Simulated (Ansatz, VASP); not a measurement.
## SnO (NiAs type (invented)) in two plane-wave programs

One calculation is typed for both programs; each brings its own data sets. How far apart do they land? The cell is generated by rule, not measured, and may not be a known phase. Of the first pair: The two relaxations start from unlike cells of this crystal (the structure described is Ansatz's start), so only their ends are compared.

Program: Ansatz 0.2.0. Level of theory: plane waves, with VASP 6.6.1 beside it; relaxation of cell and atoms at LDA. Results are calculated unless marked as measured.

## (1) Starting point

It takes space group P6_3/mmc (No. 194, hexagonal). The conventional cell has a = 3.323 Å, b = 3.323 Å, c = 5.417 Å, α = 90.00°, β = 90.00°, γ = 120.00°. Sn has 6 O at 2.35 Å nearest. Nearest to O lie 6 Sn at 2.35 Å. Farther neighbours and most contacts between anions are not listed.

Structure file:

```cif
data_structure
_symmetry_space_group_name_H-M 'P6_3/mmc'
_symmetry_Int_Tables_number 194
_cell_length_a 3.3234
_cell_length_b 3.3234
_cell_length_c 5.4172
_cell_angle_alpha 90.000
_cell_angle_beta 90.000
_cell_angle_gamma 120.000
_cell_volume 51.82
loop_
_atom_site_label
_atom_site_type_symbol
_atom_site_symmetry_multiplicity
_atom_site_Wyckoff_symbol
_atom_site_fract_x
_atom_site_fract_y
_atom_site_fract_z
_atom_site_occupancy
Sn1 Sn 2 a 0.00000 0.00000 0.00000 1
O1 O 2 c 0.33333 0.66667 0.25000 1
```

## (2) Ansatz: relaxation of cell and atoms, LDA, pair 1

Ansatz runs on its default PAW (the set named soft_2) files.

The relaxed volume is the usual yardstick between codes: in a stiff, nearly cubic crystal its relative difference is about their pressure difference at one cell divided by the bulk modulus.

input.yaml

```yaml
crystal:
  lattice:
    - [3.323401, 0.0, 0.0]
    - [-1.6617, 2.878149, 0.0]
    - [0.0, 0.0, 5.41715]
  atoms:
    - { symbol: Sn, position: [0.0, 0.0, 0.0] }
    - { symbol: Sn, position: [0.0, 0.0, 0.5] }
    - { symbol: O, position: [0.333333, 0.666667, 0.25] }
    - { symbol: O, position: [0.666667, 0.333333, 0.75] }
kpoints:
  mp_grid: { grid: [9, 9, 4] }
hamiltonian:
  xc: lda
scf:
  occupations: { method: gaussian, width: 0.1 }
output:
  forces: true
  stress: true
  eigenvalues: true
relax:
  adjacent_minimum: "off"
  f_tol: 0.05
  max_steps: 80
  cell: { stress_tol: 0.5 }
```

The run is started by

```
ansatz run input.yaml --threads 2 --pin off --max-ram 5120MiB --backend cpu --events-out ev --progress --plain --runs-dir out
```

Numbers of over 12 decimals in the logs are rounded to 6 here.

What it wrote:

```text
Warning: the atoms were moved onto the symmetric positions of the space group found under crystal.symmetry.tolerance 1.0e-5 (fractional; no operation is sought that the atoms, as they stand in a round, miss by more than twice it, and no atom is moved by as much as it), and the run uses the moved positions. Before a round's move an operation carried an atom to 3.32e-6 Å from where it should land, the largest such dist [...]
The last accepted step is kept in <dir> (removed where the run ends without a failure and the disk answers)
Engine: ansatz 0.2.0, aarch64-unknown-linux-gnu
Pseudopotentials: kind: paw
Pseudopotential: Sn, paw, valence charge 14, recommended cutoff 420 eV (normal), Sn.paw.azcp
Pseudopotential: O, paw, valence charge 6, recommended cutoff 420 eV (normal), O.paw.azcp
Functional definition: SPW92
  exchange = slater_x
  correlation = pw_c
Crystal: 4 atoms, lattice volume = 51.816 Å³
Basis set: ecut = 420 eV, 1015 PW (Γ)
Bands: 24, of which v1, the nominal top of the filled ones, is band 20 counted from 1 (19 counted from 0)
Symmetry: 24 space group operations
Space group: P63/mmc (ITA 194), of the structure as read, at distance tolerance 3.7e-5 Å
k-points: 36 of 324
Non-local potential: Sn, projectors of the file, l = 0: 2, l = 1: 2, l = 2: 2, l = 3: 2
Non-local potential: O, projectors of the file, l = 0: 2, l = 1: 2, l = 2: 1
PAW form: soft (Blöchl's): semilocal exchange-correlation on the pseudo side does not see the compensation charge
PAW frozen core: Sn, regenerated for the run's functional, and the local potential with it (the file was generated under x = pbe(κ = 0.804, μ = 0.219515), c = pbe(β = 0.066725))
PAW frozen core: O, regenerated for the run's functional, and the local potential with it (the file was generated under x = pbe(κ = 0.804, μ = 0.219515), c = pbe(β = 0.066725))
PAW one-centre angular grid: Sn, 590 points (default); XC on 64 Gauss nodes
PAW one-centre angular grid: O, 110 points (default); XC on 64 Gauss nodes
Initial density: superposition of atomic densities (neutral atoms: chi_scale 0, normalization atom), corrected by the library's trained network
Initial wavefunctions: pseudopotential atomic-orbital guess
Functional: x = slater, c = lda
[...]
Crystal: 4 atoms, lattice volume = 61.734 Å³
iter 1 solved again at ethr=5.25e-6 eV; its pass at ethr=3.10e-3 eV (dr2=2.10e-3 eV) is discarded
SCF iter   1: F=—  HF=-12867.648001 eV  |F-HF|=—  |Δ(HF+E_count)|=         —  Δρ=1.70e-3  dr2=2.01e-3  ethr=5.25e-6  ⟨swp⟩=1.9  Hψ=5148  notcnv=0
preconditioner: auto → Resta (q_TF=auto, 2.538 Å⁻¹)  ε∞=3.9  [insulator: Δε(μ)=0.127 eV  Ē_g=17.460 eV  σ=0.100 eV  W_gap=0.63  n_scr=22 (ndim 8)  ℏωp=29.9 eV  f_vac=0.000  D(μ)=0.44/eV (n_scr^D=2)  ε∞_Penn≈3.9]
SCF iter   2: F=—  HF=-12867.647519 eV  |F-HF|=—  |Δ(HF+E_count)|=   4.82e-4  Δρ=8.61e-4  dr2=5.76e-4  ethr=5.03e-6  ⟨swp⟩=1.0  Hψ=864  notcnv=0
SCF iter   3: F=—  HF=-12867.647319 eV  |F-HF|=—  |Δ(HF+E_count)|=   2.00e-4  Δρ=9.47e-5  dr2=7.83e-6  ethr=1.44e-6  ⟨swp⟩=2.0  Hψ=1153  notcnv=0
SCF iter   4: F=—  HF=-12867.647318 eV  |F-HF|=—  |Δ(HF+E_count)|=   1.07e-6  Δρ=2.15e-5  dr2=1.98e-7  ethr=1.96e-8  ⟨swp⟩=2.3  Hψ=1562  notcnv=0
iter 5 did not close the SCF: its close was put off for the readings that it lacked (scf_convergence_deferred on its scf_iter line)
SCF iter   5: F=-12867.647318 eV  HF=-12867.647318 eV  |F-HF|=1.26e-8  |Δ(HF+E_count)|=   2.07e-8  Δρ=7.88e-6  dr2=3.64e-8  ethr=4.94e-10  ⟨swp⟩=2.1  Hψ=1463  notcnv=0
SCF iter   6: F=-12867.647318 eV  HF=-12867.647318 eV  |F-HF|=2.18e-11  |Δ(HF+E_count)|=   2.53e-9  Δρ=1.16e-6  dr2=8.41e-10  ethr=9.10e-11  ⟨swp⟩=2.2  Hψ=3046  notcnv=0
SCF 8 converged in 6 iterations: F = -12867.647318 eV  dr2 = 8.41e-10
relax step   8: F+E_penalty+E_count = -12867.64731821 eV  Δ(F+E_penalty+E_count) = -2.801e-3 eV  max|allowed force component| = 1.480e-16 eV/Å  Δτ_max = 0.0000 Å  P = -0.487 GPa  Ω = 61.734 Å³  energy of the carried Pulay correction = -1.090e-3 eV  (6 SCF iters, dr2 threshold 4.00e-7 eV, accepted)
[...]
relax step   9: F+E_penalty+E_count = -12867.64820497 eV  Δ(F+E_penalty+E_count) = -8.868e-4 eV  max|allowed force component| = 1.018e-16 eV/Å  Δτ_max = 0.0000 Å  P = -0.068 GPa  Ω = 61.676 Å³  energy of the carried Pulay correction = -9.014e-4 eV  (6 SCF iters, dr2 threshold 4.00e-7 eV, accepted)
[...]
relax step  10: F+E_penalty+E_count = -12867.65082184 eV  Δ(F+E_penalty+E_count) = -2.617e-3 eV  max|allowed force component| = 6.939e-17 eV/Å  Δτ_max = 0.0000 Å  P = -0.034 GPa  Ω = 61.676 Å³  stress off target by 2.16e-1 GPa  SCF on the basis re-selected at this cell (its energy is not comparable with the rows above)  (6 SCF iters)
basis re-selected at this cell: Δ(F+E_penalty+E_count) = -2.617e-3 eV, ΔP = +0.033 GPa vs the last step (what re-selecting the basis moved, of the pressure what is left beyond the Pulay correction that the steps carried, after the strain that the cell walked since its last selection, with what the two solves' SCF thresholds leave and, on support functions, any second-order correction that the steps lacked; it is no m [...]
SCF converged after 6 iterations
Free energy (F): -12867.650822 eV
Harris-Foulkes:  -12867.650822 eV  (|F-HF|=1.82e-12)
Internal energy: -12867.648940 eV  (E = F + TS)
E sigma→0 (E₀):  -12867.649881 eV
Entropy (-TS):   -0.001882 eV (-0.471 meV/atom)
Fermi energy:    11.502517 eV
--- Per-component energies (eV) ---
  E_band       = -118.091926
  E_kinetic    = 719.764040
  E_local      = -1989.000664  (includes V_loc(G=0)·N_el)
  E_nonlocal   = 42.729022
  E_hartree    = 1132.400303
  E_xc         = -906.032884
  E_vxc        = -386.804152  (∫ρ·V_xc dr)
  E_paw        = -8274.817669  (= ΣΔE_a)
  E_vpaw       = -769.585452  (= ΣTr[D̂ρ^β])
  E_aug_tail   = 0.004680  (compensation charges beyond the density's cutoff)
  E_ewald      = -3593.739407
  E_core_change = 1.043639  (= ΣΔE_core)
  E_smearing   = -0.001882  (= −TS)
  E_closure    = -0.000000  (closes the sum)
  Σ components = -12867.650822   (vs F -12867.650822, Δ=0.00e0)
--- Forces (eV/Å), atoms counted from 1 ---
  atom   1  Sn     0.00000000    -0.00000000     0.00000000
  atom   2  Sn    -0.00000000     0.00000000     0.00000000
  atom   3  O      0.00000000     0.00000000     0.00000000
  atom   4  O     -0.00000000     0.00000000     0.00000000
  max |Σ_I F_I| component: 1.85e-17 eV/Å
--- Stress (GPa, compression-positive) ---
       -0.159522      -0.000000       0.000000
       -0.000000      -0.159522      -0.000000
        0.000000      -0.000000       0.215655
  P = ⅓ Tr σ = -0.0345 GPa (-0.345 kbar)
--- Band table (eV; the first three rows and the last of 36) ---
  k-point 0: bands = [... 16 lower, 8.2561, 8.5025, 8.5025, 10.9646, 12.0824, 17.8722, 17.8722, 18.5800]
  k-point 1: bands = [... 16 lower, 8.2935, 8.4676, 8.4676, 10.1812, 12.9728, 16.5458, 18.0003, 18.0003]
  k-point 2: bands = [... 16 lower, 8.3821, 8.3821, 8.9898, 8.9898, 14.5428, 14.5428, 18.3878, 18.3878]
  k-point 35: bands = [... 16 lower, 7.7369, 7.7369, 10.3685, 10.3685, 11.5989, 11.5989, 14.9498, 14.9498]
--- Relaxed structure (8 steps of the walk, 8 accepted, 2 SCFs on fresh bases) ---
  F+E_penalty+E_count = -12867.65082184 eV   max|allowed force component| = 6.939e-17 eV/Å   (the final SCF, on the basis selected at the relaxed cell)
  cell:  # Å, volume = 61.6755 Å³
    - [3.339741, -2.90094507797862e-7, 0]
    - [-1.669870, 2.892301, 0]
    - [0, 0, 6.384937]
  atoms:
    - { symbol: Sn, position: [0, 0, 0] }
    - { symbol: Sn, position: [0, 0, 0.500000] }
    - { symbol: O, position: [0.333333, 0.666667, 0.250000] }
    - { symbol: O, position: [0.666667, 0.333333, 0.750000] }
```

## (3) VASP: relaxation of cell and atoms, LDA, pair 1

Its own start cell and the same functional (in two slightly different forms), mesh and smearing now go to VASP, with its own data sets.

Lines of VASP's logs that name or quote its potential files are left out, and so is its time.

INCAR

```
SYSTEM = SnO
PREC = Accurate
ENCUT = 600
EDIFF = 1E-07
NELM = 120
ISMEAR = 0
SIGMA = 0.1
LREAL = .FALSE.
ALGO = Normal
GGA = CA
NBANDS = 26
LORBIT = 11
LWAVE = .FALSE.
LCHARG = .FALSE.
ISIF = 3
IBRION = 2
NSW = 80
EDIFFG = -0.005
LASPH = .TRUE.
GGA_COMPAT = .FALSE.
NELMIN = 4
```

POSCAR

```
SnO
1.0
    3.3326744726     -0.0000000041      0.0000000000
   -1.6663367385      2.8861800728      0.0000000000
    0.0000000000      0.0000000000      6.4028242445
Sn O
2 2
Direct
    0.0000000000      0.0000000000      0.0000000000
    0.0000000000      0.0000000000      0.5000000000
    0.3333332330      0.6666666667      0.2500000923
    0.6666664661      0.3333333333      0.7500000923
```

KPOINTS

```
Automatic mesh
0
Gamma
9 9 4
0 0 0
```

PAW data sets: Sn_d and O (LDA family, release 64).

The run is started by

```
mpirun -np 1 vasp_std
```

What it wrote:

```text
[banner, memory and clock lines left out]
running    1 mpi-ranks, on    1 nodes
 distrk:  each k-point on    1 cores,    1 groups
 distr:  one band on    1 cores,    1 groups

 POSCAR found type information on POSCAR SnO
 POSCAR found :  2 types and       4 ions
 LDA part: xc-table for (Slater(with rela. corr.)+CA(PZ))
 , standard interpolation
 POSCAR, INCAR and KPOINTS ok, starting setup
 FFT: planning ... GRIDC
 FFT: planning ... GRID_SOFT
 FFT: planning ... GRID
 WAVECAR not read
 entering main loop
       N       E                     dE             d eps       ncg     rms          rms(c)
DAV:   1     0.432214934468E+03    0.43221E+03   -0.22202E+04  1946   0.265E+03
DAV:   2     0.387257069734E+02   -0.39349E+03   -0.38286E+03  1944   0.598E+02
DAV:   3    -0.236824965659E+02   -0.62408E+02   -0.60688E+02  2190   0.198E+02
DAV:   4    -0.268996456225E+02   -0.32171E+01   -0.31915E+01  2164   0.460E+01
DAV:   5    -0.269836683785E+02   -0.84023E-01   -0.83975E-01  2312   0.781E+00    0.109E+01
DAV:   6    -0.240062386520E+02    0.29774E+01   -0.20647E+01  2884   0.535E+01    0.651E+00
DAV:   7    -0.236397481268E+02    0.36649E+00   -0.30910E+00  2198   0.111E+01    0.214E+00
DAV:   8    -0.235999861405E+02    0.39762E-01   -0.33053E-01  1996   0.354E+00    0.642E-01
DAV:   9    -0.235868872647E+02    0.13099E-01   -0.28021E-02  3140   0.139E+00    0.161E-01
DAV:  10    -0.235871902574E+02   -0.30299E-03   -0.61048E-03  2556   0.657E-01    0.142E-01
DAV:  11    -0.235868462610E+02    0.34400E-03   -0.14110E-03  2718   0.252E-01    0.123E-02
DAV:  12    -0.235868554323E+02   -0.91713E-05   -0.10076E-04  1904   0.618E-02    0.135E-02
DAV:  13    -0.235868542926E+02    0.11397E-05   -0.63108E-06  2464   0.195E-02    0.143E-03
DAV:  14    -0.235868543358E+02   -0.43225E-07   -0.62569E-07  1838   0.697E-03
   1 F= -.23586854E+02 E0= -.23585795E+02  d E =-.235869E+02
[...]
2 F= -.23586974E+02 E0= -.23585896E+02  d E =-.119906E-03
[...]
3 F= -.23586979E+02 E0= -.23585897E+02  d E =-.124302E-03
[...]
4 F= -.23587074E+02 E0= -.23585961E+02  d E =-.952934E-04
[...]
5 F= -.23587100E+02 E0= -.23585959E+02  d E =-.121149E-03
 curvature:  -1.47 expect dE=-0.113E-04 dE for cont linesearch -0.171E-07
 trial: gam= 0.21161 g(F)=  0.148E-40 g(S)=  0.766E-05 ort =-0.147E-05 (trialstep = 0.122E+01)
 search vector abs. value=  0.154E-04
 bond charge predicted
       N       E                     dE             d eps       ncg     rms          rms(c)
DAV:   1    -0.235871728247E+02   -0.73022E-04   -0.29299E-03  2112   0.476E-01    0.494E-02
DAV:   2    -0.235871269904E+02    0.45834E-04   -0.11266E-04  2236   0.143E-01    0.288E-02
DAV:   3    -0.235871008587E+02    0.26132E-04   -0.43544E-05  2572   0.103E-01    0.412E-03
DAV:   4    -0.235871014245E+02   -0.56576E-06   -0.10252E-05  2046   0.331E-02    0.261E-03
DAV:   5    -0.235871013087E+02    0.11576E-06   -0.77812E-07  2078   0.115E-02    0.110E-03
DAV:   6    -0.235871012818E+02    0.26949E-07   -0.39221E-08   958   0.463E-03
   6 F= -.23587101E+02 E0= -.23585953E+02  d E =-.149458E-05
 trial-energy change:   -0.000001  1 .order   -0.000002   -0.000009    0.000006
 step:   0.7475(harm=  0.7475)  dis= 0.00000  next Energy=   -23.587103 (dE=-0.274E-05)
 reached required accuracy - stopping structural energy minimisation
```

Parts of OUTCAR (step 3):

```text
ion  position               nearest neighbor table
   1  0.000  0.000  0.000-   4 2.50   4 2.50   4 2.50   3 2.50   3 2.50   3 2.50   2 3.20   2 3.20

  LATTYP: Found a hexagonal cell.
 ALAT       =     3.3326744726
 C/A-ratio  =     1.9212270197

 Subroutine GETGRP returns: Found 24 space group operations
 (whereof 12 operations were pure point group operations)

The static configuration has the point symmetry D_3d.
 The point group associated with its full space group is D_6h.

 Found     36 irreducible k-points:

   k-points           NKPTS =     36   k-points in BZ     NKDIM =     36   number of bands    NBANDS=     26

   dimension x,y,z NGX =    28 NGY =   28 NGZ =   54
   dimension x,y,z NGXF=    56 NGYF=   56 NGZF=  108

   ENCUT  =  600.0 eV  44.10 Ry    6.64 a.u.   6.66  6.66 12.79*2*pi/ulx,y,z

   NELECT =      40.0000    total number of electrons

 k-points in reciprocal lattice and weights: Automatic mesh
   0.00000000  0.00000000  0.00000000       0.003
   0.11111111  0.00000000  0.00000000       0.019
   0.22222222  0.00000000  0.00000000       0.019
   0.33333333  0.00000000  0.00000000       0.019
   0.44444444  0.00000000  0.00000000       0.019
   0.11111111  0.11111111  0.00000000       0.019
   0.22222222  0.11111111  0.00000000       0.037
   0.33333333  0.11111111  0.00000000       0.037
   0.44444444  0.11111111  0.00000000       0.019
[...]
0.33333333  0.22222222  0.50000000       0.037
   0.33333333  0.33333333  0.50000000       0.006

 average (electrostatic) potential at core
       1 -98.5651       2 -98.5651       3 -68.3098       4 -68.3098

 E-fermi :   8.4008

 k-point     1 :       0.0000    0.0000    0.0000
  band No.  band energies     occupation
    ...
     16       5.1839      2.00000
     17       5.1839      2.00000
     18       5.4277      2.00000
     19       5.4277      2.00000
     20       7.9423      2.00000
     21       8.9748      0.00000
     22      14.9083      0.00000
     23      14.9083      0.00000
     24      15.3994      0.00000
     25      16.1731      0.00000
    ...

 k-point     2 :       0.1111    0.0000    0.0000
  band No.  band energies     occupation
    ...
     15       4.0704      2.00000
     16       4.6818      2.00000
     17       5.0461      2.00000
     18       5.4004      2.00000
     19       5.4108      2.00000
     20       8.7002      0.00002
     21       8.7724      0.00000
     22      13.5527      0.00000
     23      14.6152      0.00000
     24      14.9150      0.00000
    ...

 k-point     3 :       0.2222    0.0000    0.0000
  band No.  band energies     occupation
    ...
     16       4.2365      2.00000
     17       4.7361      2.00000
     18       5.3444      2.00000
     19       5.8689      2.00000
     20       8.1051      1.99997
     21       9.8030      0.00000
     22      11.8033      0.00000
     23      12.4139      0.00000
     24      14.3716      0.00000
     25      14.8816      0.00000
    ...

  Total       -0.0016441     -0.0016441     -0.0127685     -0.0000000      0.0000000      0.0000000
  in kB       -0.0428323     -0.0428323     -0.3326554     -0.0000000      0.0000000      0.0000000
  external PRESSURE =      -0.1394400 kB  Pullay stress =       0.0000000 kB

  energy-cutoff  :      600.00
  volume of cell :       61.50
      direct lattice vectors                 reciprocal lattice vectors
     3.324611822 -0.000000005 -0.000000000     0.300786995  0.173659442  0.000000000
    -1.662305416  2.879197618  0.000000000     0.000000001  0.347318987  0.000000000
    -0.000000000 -0.000000000  6.424562269     0.000000000  0.000000000  0.155652628

 POSITION                                       TOTAL-FORCE (eV/Angst)
 -----------------------------------------------------------------------------------
     -0.00000     -0.00000      6.42456        -0.000000     -0.000000      0.000000
     -0.00000     -0.00000      3.21228        -0.000000     -0.000000      0.000000
     -0.00000      1.91947      1.60614         0.000000     -0.000000      0.000000
      1.66231      0.95973      4.81842        -0.000000      0.000000      0.000000
 -----------------------------------------------------------------------------------
    total drift:                                0.001179     -0.000000     -0.001315

  FREE ENERGIE OF THE ION-ELECTRON SYSTEM (eV)
  ---------------------------------------------------
  free  energy   TOTEN  =       -23.5871012818 eV

  energy  without entropy=      -23.5848044536  energy(sigma->0) =      -23.58595287

 reached required accuracy - stopping structural energy minimisation

 total charge
# of ion       s       p       d       tot
------------------------------------------
    1        1.396   0.660  10.038  12.094
    2        1.396   0.660  10.038  12.094
    3        1.591   3.276   0.000   4.868
    4        1.591   3.276   0.000   4.868
--------------------------------------------------
tot          5.974   7.873  20.075  33.923

[... 3 further parts left out ...]
```

CONTCAR:

```
SnO
   1.00000000000000
     3.3246118222353829   -0.0000000054697717   -0.0000000000000000
    -1.6623054157168529    2.8791976184169474    0.0000000000000000
    -0.0000000000000000   -0.0000000000000000    6.4245622691999644
  Sn              O
     2     2
Direct
     0.0000000000000000    0.0000000000000000    1.0000000000000000
     0.0000000000000000    0.0000000000000000    0.5000000000000000
     0.3333332329999976    0.6666666667000030    0.2500000922999988
     0.6666664660999970    0.3333333332999970    0.7500000922999988
```

The k-mesh is coarse for a metal.

## (4) Side by side

Known differences besides the potentials themselves: the two LDA forms differ slightly; the cutoff is 420 eV in Ansatz and 600 eV in VASP; VASP's log shows a relativistic correction to its local exchange, Ansatz's none; Ansatz adds a Pulay correction to the stress that steers its cell, VASP none. Total energies have different zeros and are not compared.

The two programs side by side:

```csv
quantity,Ansatz,VASP,difference
volume (Å³),61.68,61.50,+0.29 %
"edge a after relaxation, in the typed setting (Å)",3.340,3.325,+0.45 %
"edge c after relaxation, in the typed setting (Å)",6.385,6.425,-0.62 %
```

(Part 1 of 2 ends here.)

[Lines on the potential files, build, host, timing and source positions are cut from VASP's logs without a mark.]

[Logs are printed without paths, hosts, clocks, repeated set-up lines and the standing remarks that a program may print on its own settings, such as how far it seeks lower states.]

[Hosts, paths, dates, database ids (printed as entryN), source tags and the programs' standing remarks are cut or masked in the printed files.]
